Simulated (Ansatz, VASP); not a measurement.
**HfO2 in two plane-wave programs**

One calculation is typed for both programs; each brings its own data sets. How far apart do they land? The cell is taken from a series of runs on this material, whose earlier steps may have relaxed, scaled, displaced or heated it; both programs get it as it stands.

Calculated with Ansatz 0.2.0; plane waves, with VASP 6.6.1 beside it; zone-centre phonons at LDA.

### Step 1. The structure

It takes space group P4_2/nmc (No. 137, tetragonal). The conventional cell has a = 3.537 Å, b = 3.537 Å, c = 5.103 Å, α = 90.00°, β = 90.00°, γ = 90.00°. Hf has 8 O at 2.05 to 2.33 Å nearest. Nearest to O lie 4 Hf at 2.05 to 2.33 Å. Farther neighbours and most contacts between anions are not listed.

As a file:

```cif
data_structure
_symmetry_space_group_name_H-M 'P4_2/nmc:1'
_symmetry_Int_Tables_number 137
_cell_length_a 3.5374
_cell_length_b 3.5374
_cell_length_c 5.1034
_cell_angle_alpha 90.000
_cell_angle_beta 90.000
_cell_angle_gamma 90.000
_cell_volume 63.86
loop_
_atom_site_label
_atom_site_type_symbol
_atom_site_symmetry_multiplicity
_atom_site_Wyckoff_symbol
_atom_site_fract_x
_atom_site_fract_y
_atom_site_fract_z
_atom_site_occupancy
Hf1 Hf 2 a 0.00000 0.00000 0.00000 1
O1 O 4 d 0.00000 0.50000 0.70359 1
```

### Step 2. VASP: zone-centre phonons, LDA

Second derivatives magnify differences that forces hide, and they need a tight electronic threshold.

Lines of VASP's logs that name or quote its potential files are left out, and so is its time.

The input, INCAR:

```
SYSTEM = HfO2
PREC = Accurate
ENCUT = 600
EDIFF = 1E-08
NELM = 120
ISMEAR = 0
SIGMA = 0.01
LREAL = .FALSE.
ALGO = Normal
GGA = PW92
NBANDS = 28
LASPH = .TRUE.
LORBIT = 11
LWAVE = .FALSE.
LCHARG = .FALSE.
ISIF = 2
IBRION = 8
LEPSILON = .TRUE.
GGA_COMPAT = .FALSE.
EFERMI = MIDGAP
KPAR = 2
```

The input, POSCAR:

```
HfO2
1.0
    3.5373926512      0.0000000000      0.0000000000
    0.0000000000      3.5373926512      0.0000000000
    0.0000000000      0.0000000000      5.1033833110
Hf O
2 4
Direct
    0.0000000000      0.0000000000      0.0000000000
    0.5000000000      0.5000000000      0.5000000000
    0.0000000000      0.5000000000      0.7035929502
    0.5000000000      0.0000000000      0.2964070498
    0.0000000000      0.5000000000      0.2035929502
    0.5000000000      0.0000000000      0.7964070498
```

The input, KPOINTS:

```
Automatic mesh
0
Gamma
6 6 6
0 0 0
```

PAW data sets: Hf_pv and O (LDA family, release 64).

Started as:

```
> mpirun -np 2 vasp_std
```

Numbers of over 12 decimals in the logs are rounded to 6 here.

The program printed:

```text
[banner, memory and clock lines left out]
running    2 mpi-ranks, on    1 nodes
 distrk:  each k-point on    1 cores,    2 groups
 distr:  one band on    1 cores,    1 groups

 POSCAR found type information on POSCAR HfO
 POSCAR found :  2 types and       6 ions
|                                                                             |
|               ----> ADVICE to this user running VASP <----                  |
|                                                                             |
|     You enforced a specific xc type in the INCAR file but a different       |
|     [... a line on the potential file left out ...]
|     I HOPE YOU KNOW WHAT YOU ARE DOING!                                     |
|                                                                             |

 LDA part: xc-table for (Slater(with rela. corr.)+PW92), standard interpolation
 POSCAR, INCAR and KPOINTS ok, starting setup
 FFT: planning ... GRIDC
 FFT: planning ... GRID_SOFT
 FFT: planning ... GRID
 WAVECAR not read
 entering main loop
       N       E                     dE             d eps       ncg     rms          rms(c)
DAV:   1     0.270671059540E+03    0.27067E+03   -0.27486E+04  2240   0.176E+03
DAV:   2    -0.625072151853E+02   -0.33318E+03   -0.32305E+03  2808   0.409E+02
DAV:   3    -0.770283245356E+02   -0.14521E+02   -0.14474E+02  2664   0.780E+01
DAV:   4    -0.771650368179E+02   -0.13671E+00   -0.13663E+00  2952   0.829E+00
DAV:   5    -0.771661033872E+02   -0.10666E-02   -0.10664E-02  2784   0.697E-01    0.793E+01
DAV:   6    -0.666518766306E+02    0.10514E+02   -0.57361E+01  2516   0.417E+01    0.659E+01
DAV:   7    -0.663614510127E+02    0.29043E+00   -0.25410E+00  2628   0.111E+01    0.366E+01
DAV:   8    -0.663055180582E+02    0.55933E-01   -0.19954E-01  2704   0.344E+00    0.615E+00
DAV:   9    -0.662903515488E+02    0.15167E-01   -0.55066E-02  2484   0.165E+00    0.268E+00
DAV:  10    -0.662892325003E+02    0.11190E-02   -0.55262E-03  2780   0.474E-01    0.117E-01
DAV:  11    -0.662892584886E+02   -0.25988E-04   -0.33660E-04  2744   0.119E-01    0.394E-02
DAV:  12    -0.662892613734E+02   -0.28849E-05   -0.12180E-05  2584   0.214E-02    0.515E-02
DAV:  13    -0.662892610804E+02    0.29302E-06   -0.13501E-06  2820   0.731E-03    0.829E-03
DAV:  14    -0.662892610827E+02   -0.22542E-08   -0.85891E-08  2836   0.171E-03
   1 F= -.66289261E+02 E0= -.66289261E+02  d E =0.000000E+00
 Linear response reoptimize wavefunctions to high precision
DAV:   1    -0.662892610851E+02   -0.24793E-08   -0.67488E-09  2108   0.556E-04
DAV:   2    -0.662892610851E+02    0.51841E-10   -0.37974E-10  1512   0.133E-04
 Linear response G [H, r] |phi>, progress :
  Direction:   1
       N       E                     dE             d eps       ncg     rms
RMM:   1    -0.185988608371E+03   -0.18599E+03    0.13666E+03  3290   0.229E+02
RMM:   2    -0.179304242598E+03    0.66844E+01   -0.64715E+01  3597   0.392E+01
RMM:   3    -0.179942587038E+03   -0.63834E+00   -0.50155E+00  4261   0.677E+00
RMM:   4    -0.179951469651E+03   -0.88826E-02   -0.28037E-01  4519   0.142E+00
RMM:   5    -0.179950743018E+03    0.72663E-03   -0.18149E-02  4384   0.343E-01
RMM:   6    -0.179950855152E+03   -0.11213E-03   -0.15906E-03  4557   0.839E-02
RMM:   7    -0.179950860837E+03   -0.56847E-05   -0.12361E-04  4467   0.260E-02
RMM:   8    -0.179950861930E+03   -0.10925E-05   -0.86638E-05  4444   0.116E-02
RMM:   9    -0.179950861796E+03    0.13372E-06   -0.63209E-04  4159   0.852E-03
RMM:  10    -0.179950861529E+03    0.26693E-06   -0.32331E-04  4184   0.772E-03
RMM:  11    -0.179950860513E+03    0.10163E-05   -0.25200E-04  3983   0.754E-03
RMM:  12    -0.179950860616E+03   -0.10342E-06   -0.46692E-04  3787   0.749E-03
RMM:  13    -0.179950861348E+03   -0.73205E-06   -0.20542E-04  3651   0.746E-03
 Linear response G [H, r] |phi>, progress :
  Direction:   2
       N       E                     dE             d eps       ncg     rms
RMM:   1    -0.183913125979E+03   -0.18391E+03    0.15943E+03  3299   0.235E+02
RMM:   2    -0.174803957832E+03    0.91092E+01   -0.77476E+01  3609   0.421E+01
RMM:   3    -0.175540811996E+03   -0.73685E+00   -0.55181E+00  4247   0.756E+00
RMM:   4    -0.175567424493E+03   -0.26612E-01   -0.35838E-01  4543   0.170E+00
RMM:   5    -0.175566988344E+03    0.43615E-03   -0.26472E-02  4371   0.422E-01
RMM:   6    -0.175567168906E+03   -0.18056E-03   -0.25920E-03  4578   0.110E-01
RMM:   7    -0.175567171057E+03   -0.21512E-05   -0.13445E-04  4537   0.332E-02
RMM:   8    -0.175567173770E+03   -0.27130E-05   -0.72762E-04  4458   0.135E-02
RMM:   9    -0.175567173177E+03    0.59275E-06   -0.21672E-04  4253   0.943E-03
RMM:  10    -0.175567173509E+03   -0.33126E-06   -0.11827E-04  4151   0.844E-03
RMM:  11    -0.175567173250E+03    0.25847E-06    0.20575E-04  3999   0.820E-03
[...]
RMM:  12    -0.709350641875E+00   -0.10720E-05   -0.54477E-06  3754   0.579E-04    0.395E-04
RMM:  13    -0.709349663578E+00    0.97830E-06   -0.35277E-06  3145   0.510E-04    0.151E-04
RMM:  14    -0.709349317617E+00    0.34596E-06   -0.55972E-07  2381   0.474E-04    0.444E-05
RMM:  15    -0.709349576273E+00   -0.25866E-06   -0.28769E-06  2347   0.472E-04    0.524E-06
 change of polarisation eV/A/(eV/A) component  3 :    -0.036     0.023     1.358
[...]
RMM:   8    -0.244297001376E+00   -0.57028E-05   -0.19593E-05  6822   0.389E-03    0.329E-03
RMM:   9    -0.244301013635E+00   -0.40123E-05   -0.15800E-05  6541   0.298E-03    0.109E-03
RMM:  10    -0.244301855070E+00   -0.84143E-06   -0.39723E-06  7547   0.880E-04    0.280E-04
RMM:  11    -0.244301607490E+00    0.24758E-06   -0.56170E-06  7395   0.341E-04    0.304E-04
RMM:  12    -0.244301552886E+00    0.54604E-07   -0.42680E-06  7041   0.246E-04    0.909E-05
RMM:  13    -0.244301648464E+00   -0.95578E-07   -0.56203E-06  7670   0.198E-04    0.121E-04
RMM:  14    -0.244301672743E+00   -0.24279E-07   -0.59661E-06  7828   0.192E-04    0.343E-05
RMM:  15    -0.244301660807E+00    0.11936E-07   -0.55074E-06  8066   0.181E-04    0.282E-05
RMM:  16    -0.244301661553E+00   -0.74532E-09   -0.58264E-06  7569   0.178E-04    0.281E-05
RMM:  17    -0.244301639509E+00    0.22044E-07   -0.52481E-06  8046   0.178E-04    0.184E-05
RMM:  18    -0.244301627694E+00    0.11814E-07   -0.54493E-06  8186   0.181E-04    0.320E-05
RMM:  19    -0.244301654885E+00   -0.27191E-07   -0.52189E-06  8634   0.179E-04    0.476E-05
RMM:  20    -0.244301644877E+00    0.10008E-07   -0.52494E-06  8431   0.179E-04    0.590E-05
RMM:  21    -0.244301649153E+00   -0.42759E-08   -0.48809E-06  8412   0.179E-04    0.717E-05
RMM:  22    -0.244301634537E+00    0.14616E-07   -0.52367E-06  8206   0.177E-04    0.731E-05
RMM:  23    -0.244301657096E+00   -0.22559E-07   -0.50573E-06  7390   0.177E-04    0.723E-05
RMM:  24    -0.244301648761E+00    0.83349E-08   -0.53450E-06  7048   0.177E-04    0.718E-05
 first order change of Fermi-energy  -0.55739E-04
 force on displaced ion       1 direction 3 :   0.000   0.000 -25.828
 Born effective charge ion    1 direction 3 :   0.000   0.000   4.898
 Linear response progress:
  Degree of freedom:   3/  5
       N       E                     dE             d eps       ncg     rms          rms(c)
RMM:   1    -0.374194917517E+00   -0.37419E+00    0.27369E-01  9529   0.333E+00
RMM:   2    -0.362054768869E+00    0.12140E-01   -0.16016E-02  7312   0.578E-01    0.119E+00
RMM:   3    -0.363495129468E+00   -0.14404E-02   -0.18650E-03  7166   0.202E-01    0.660E-01
RMM:   4    -0.365601751133E+00   -0.21066E-02   -0.99523E-04  6646   0.166E-01    0.609E-02
RMM:   5    -0.365550978470E+00    0.50773E-04   -0.67832E-05  7770   0.356E-02    0.274E-02
RMM:   6    -0.365427152530E+00    0.12383E-03   -0.59913E-06  7476   0.121E-02    0.165E-02
RMM:   7    -0.365406354828E+00    0.20798E-04   -0.29614E-07  7685   0.348E-03    0.102E-02
RMM:   8    -0.365390352933E+00    0.16002E-04   -0.64554E-08  7509   0.154E-03    0.387E-03
RMM:   9    -0.365390469096E+00   -0.11616E-06    0.57747E-08  8093   0.559E-04    0.130E-03
RMM:  10    -0.365390047918E+00    0.42118E-06    0.13994E-08  8254   0.240E-04    0.453E-04
RMM:  11    -0.365389526767E+00    0.52115E-06   -0.87923E-08  7927   0.211E-04    0.735E-05
RMM:  12    -0.365389425420E+00    0.10135E-06   -0.19157E-07  8757   0.181E-04    0.296E-05
RMM:  13    -0.365389408859E+00    0.16561E-07   -0.23486E-07  8495   0.175E-04    0.763E-06
RMM:  14    -0.365389406832E+00    0.20272E-08   -0.55330E-08  8214   0.174E-04    0.407E-06
 first order change of Fermi-energy   0.32691E-04
 force on displaced ion       3 direction 1 : -19.157   0.000   0.001
 Born effective charge ion    3 direction 1 :  -3.384   0.000   0.000
 Linear response progress:
  Degree of freedom:   4/  5
       N       E                     dE             d eps       ncg     rms          rms(c)
RMM:   1    -0.363185349545E+00   -0.36319E+00    0.26329E-01  9318   0.308E+00
RMM:   2    -0.358463762170E+00    0.47216E-02   -0.98434E-03  7179   0.477E-01    0.462E-01
RMM:   3    -0.359769083762E+00   -0.13053E-02   -0.12089E-03  7019   0.166E-01    0.263E-01
RMM:   4    -0.361616512088E+00   -0.18474E-02   -0.76199E-04  6599   0.144E-01    0.431E-02
RMM:   5    -0.361538685173E+00    0.77827E-04   -0.47764E-05  7755   0.330E-02    0.189E-02
RMM:   6    -0.361489027955E+00    0.49657E-04   -0.32580E-07  7930   0.691E-03    0.136E-02
RMM:   7    -0.361480199452E+00    0.88285E-05   -0.10931E-07  7620   0.302E-03    0.371E-03
RMM:   8    -0.361466544245E+00    0.13655E-04   -0.82983E-08  7266   0.128E-03    0.145E-03
RMM:   9    -0.361470287986E+00   -0.37437E-05    0.50838E-10  8088   0.466E-04    0.101E-04
RMM:  10    -0.361469090382E+00    0.11976E-05    0.59298E-08  7947   0.190E-04    0.670E-05
RMM:  11    -0.361469279730E+00   -0.18935E-06    0.15193E-07  8461   0.140E-04    0.220E-05
RMM:  12    -0.361469178272E+00    0.10146E-06    0.11753E-07  8302   0.125E-04    0.754E-06
RMM:  13    -0.361469185603E+00   -0.73306E-08    0.51984E-09  8302   0.119E-04    0.359E-06
 first order change of Fermi-energy   0.27181E-04
 force on displaced ion       3 direction 2 :   0.000  -6.611   0.004
 Born effective charge ion    3 direction 2 :   0.000  -2.147   0.000
 Linear response progress:
  Degree of freedom:   5/  5
       N       E                     dE             d eps       ncg     rms          rms(c)
RMM:   1    -0.380279891582E+00   -0.38028E+00    0.23119E-01  7418   0.317E+00
RMM:   2    -0.368545891130E+00    0.11734E-01   -0.15726E-02  5795   0.593E-01    0.101E+00
RMM:   3    -0.369655197392E+00   -0.11093E-02   -0.19321E-03  5749   0.194E-01    0.538E-01
RMM:   4    -0.371371115314E+00   -0.17159E-02   -0.11551E-03  5815   0.154E-01    0.851E-02
RMM:   5    -0.371344296052E+00    0.26819E-04   -0.87516E-05  5943   0.367E-02    0.251E-02
RMM:   6    -0.371335713698E+00    0.85824E-05   -0.94466E-06  6226   0.859E-03    0.118E-02
RMM:   7    -0.371331122262E+00    0.45914E-05   -0.30853E-07  6240   0.392E-03    0.528E-03
RMM:   8    -0.371301654659E+00    0.29468E-04   -0.10497E-06  5939   0.261E-03    0.189E-03
RMM:   9    -0.371305315963E+00   -0.36613E-05    0.87615E-08  6441   0.704E-04    0.685E-04
RMM:  10    -0.371308745956E+00   -0.34300E-05    0.96063E-08  6180   0.395E-04    0.201E-04
RMM:  11    -0.371308438640E+00    0.30732E-06    0.48204E-07  6517   0.246E-04    0.121E-04
RMM:  12    -0.371308467804E+00   -0.29163E-07   -0.27742E-08  6813   0.178E-04    0.619E-05
RMM:  13    -0.371308468585E+00   -0.78124E-09    0.18555E-08  6996   0.171E-04    0.361E-05
 first order change of Fermi-energy   0.14516E+00
 force on displaced ion       3 direction 3 :   0.000   0.000 -14.354
 Born effective charge ion    3 direction 3 :   0.000   0.000  -2.449
 Born effective charges drift removed
 Linear response finished
```

(Part 1 of 3 ends here.)

[Lines on the potential files, build, host, timing and source positions are cut from VASP's logs without a mark.]

[Logs are printed without paths, hosts, clocks, repeated set-up lines and the standing remarks that a program may print on its own settings, such as how far it seeks lower states.]

[Hosts, paths, dates, database ids (printed as entryN), source tags and the programs' standing remarks are cut or masked in the printed files.]
